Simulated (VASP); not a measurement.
Input:

```xyz
2
Lattice="0.0000 3.3969 3.2783 3.3882 0.0000 3.2783 3.3882 3.3969 0.0000" Properties=species:S:1:pos:R:3 pbc="T T T"
Sr     0.0000     0.0000     0.0000
Te     3.4152     3.3969     3.2783
```

All values below come from PBE GGA, VASP's PBE PAW potentials (set 64) (plane waves; VASP). Run with 500 eV cut-off, 6×6×6 Γ-centred mesh, Gaussian smearing of 0.050 eV, potentials Sr_sv Te.

Question: Estimate the energy per atom (σ→0), largest force.

Answer: 
- energy per atom (σ→0) = -398.2 kJ/mol of atoms
- largest force = 0.00211 Ry/bohr

The absolute energy has meaning only against runs of the same code, potentials and settings.

The compound is SrTe in the rock salt structure. The cell was not relaxed at this level, atoms are displaced from their ideal sites. The run is one of a series of settings (ENCUT = 500 against the base run), some of them coarse on purpose.
